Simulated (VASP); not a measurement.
Method: LDA (Ceperley-Alder, Perdew-Zunger) with spin-orbit coupling, VASP's LDA PAW potentials (set 64) (plane waves; VASP).

VASP input:

File KPOINTS_OPT:
```
k-points along high-symmetry lines
5
Line-mode
Reciprocal
  0.000000   0.000000   0.000000 ! GAMMA
 -0.000000   0.500000   0.000000 ! M

 -0.000000   0.500000   0.000000 ! M
 -0.333333   0.666667   0.000000 ! K

 -0.333333   0.666667   0.000000 ! K
  0.000000   0.000000   0.000000 ! GAMMA

  0.000000   0.000000   0.000000 ! GAMMA
  0.000000   0.000000   0.500000 ! A

  0.000000   0.000000   0.500000 ! A
 -0.000000   0.500000   0.500000 ! L

 -0.000000   0.500000   0.500000 ! L
 -0.333333   0.666667   0.500000 ! H

 -0.333333   0.666667   0.500000 ! H
  0.000000   0.000000   0.500000 ! A

 -0.000000   0.500000   0.500000 ! L
 -0.000000   0.500000   0.000000 ! M

 -0.333333   0.666667   0.500000 ! H
 -0.333333   0.666667   0.000000 ! K
```

**INCAR**
```
PREC = Accurate
LASPH = .TRUE.
LREAL = .FALSE.
GGA_COMPAT = .FALSE.
MAGMOM = 12*0
SIGMA = 0.05   ! width (eV)
LCHARG = .FALSE.
ISMEAR = 0   ! Gaussian
ENCUT = 400   ! plane-wave cut-off (eV)
NELM = 100   ! most electronic steps
SYSTEM = NiSb
LMAXMIX = 4   ! l cut-off of mixed one-centre charges
ALGO = Normal   ! blocked Davidson
LWAVE = .FALSE.
LSORBIT = .TRUE.
EDIFF = 1E-6   ! SCF stop (eV)
```

### KPOINTS
```
kpoints
0
Gamma
  8 8 6
```

**POSCAR**
```
NiSb
1
    1.9397678332    -3.3597765988     0.0000000000
    1.9397678332     3.3597765988    -0.0000000000
   -0.0000000000    -0.0000000000     5.0312307072
Ni Sb
2 2
Direct
  0.0000000000   0.0000000000   0.5000000000
  0.0000000000   0.0000000000   1.0000000000
  0.3333330000   0.6666670000   0.2500000000
  0.6666670000   0.3333330000   0.7500000000
```

POTCAR, in this order: Ni Sb (LDA.64 set). Program: vasp_ncl.

The resulting files:

File OSZICAR:
```
       N       E                     dE             d eps       ncg     rms          rms(c)
DAV:   1     0.183367008247E+03    0.18337E+03   -0.10224E+04  3040   0.135E+03
DAV:   2    -0.118008522254E+02   -0.19517E+03   -0.18922E+03  3094   0.332E+02
DAV:   3    -0.253635607448E+02   -0.13563E+02   -0.13078E+02  3514   0.109E+02
DAV:   4    -0.258008677119E+02   -0.43731E+00   -0.43344E+00  3454   0.183E+01
DAV:   5    -0.258168985315E+02   -0.16031E-01   -0.15976E-01  4000   0.352E+00    0.141E+01
DAV:   6    -0.279775382232E+02   -0.21606E+01   -0.32171E+01  3498   0.109E+02    0.165E+01
DAV:   7    -0.243080822061E+02    0.36695E+01   -0.11558E+01  3432   0.778E+01    0.458E+00
DAV:   8    -0.243691211250E+02   -0.61039E-01   -0.16682E+00  4166   0.113E+01    0.286E+00
DAV:   9    -0.242928556454E+02    0.76265E-01   -0.29303E-01  3552   0.103E+01    0.720E-01
DAV:  10    -0.242936775460E+02   -0.82190E-03   -0.13289E-02  3292   0.119E+00    0.466E-01
DAV:  11    -0.242933271348E+02    0.35041E-03   -0.64440E-04  3852   0.272E-01    0.288E-01
DAV:  12    -0.242926342771E+02    0.69286E-03   -0.12934E-03  4216   0.697E-01    0.191E-02
DAV:  13    -0.242926515178E+02   -0.17241E-04   -0.17990E-04  3262   0.108E-01    0.348E-02
DAV:  14    -0.242926486487E+02    0.28691E-05   -0.54813E-06  4424   0.304E-02    0.184E-02
DAV:  15    -0.242926486161E+02    0.32551E-07   -0.20591E-06  2928   0.195E-02
   1 F= -.24292649E+02 E0= -.24291171E+02  d E =-.295547E-02  mag=    -0.0000    -0.0000    -0.0000
       N       E                     dE             ncg
       N       E                     dE             ncg
```

OUTCAR:
```
------------------------ aborting loop because EDIFF is reached ----------------------------------------
  FORCE on cell =-STRESS in cart. coord.  units (eV):
  Direction    XX          YY          ZZ          XY          YZ          ZX
  --------------------------------------------------------------------------------------
  Total       -0.0081185     -0.0081185      0.0383526      0.0000000     -0.0000000      0.0000000
  in kB       -0.1983458     -0.1983459      0.9370031      0.0000000     -0.0000000      0.0000000
  external PRESSURE =       0.1801038 kB  Pullay stress =       0.0000000 kB
  volume of cell :       65.58
      direct lattice vectors                 reciprocal lattice vectors
     1.939767833 -3.359776599  0.000000000     0.257762806 -0.148819419  0.000000000
     1.939767833  3.359776599  0.000000000     0.257762806  0.148819419  0.000000000
     0.000000000  0.000000000  5.031230707     0.000000000  0.000000000  0.198758526
 POSITION                                       TOTAL-FORCE (eV/Angst)
 -----------------------------------------------------------------------------------
      0.00000      0.00000      2.51562         0.000000      0.000000     -0.000000
      0.00000      0.00000      0.00000         0.000000      0.000000     -0.000000
      1.93977      1.11993      1.25781        -0.000000     -0.000000     -0.000000
      1.93977     -1.11993      3.77342        -0.000000      0.000000      0.000000
 -----------------------------------------------------------------------------------
    total drift:                                0.000000      0.000000      0.000000
  FREE ENERGIE OF THE ION-ELECTRON SYSTEM (eV)
  ---------------------------------------------------
  free  energy   TOTEN  =       -24.2926486161 eV

  energy  without entropy=      -24.2896931468  energy(sigma->0) =      -24.29117088

 Ion:    1  E_soc:     -0.0147304

 Ion:    2  E_soc:     -0.0147304

 Ion:    3  E_soc:     -0.1234421

 Ion:    4  E_soc:     -0.1234421
```
(Selected blocks of OUTCAR.)

The compound is NiSb in the NiAs type structure. It was relaxed first.
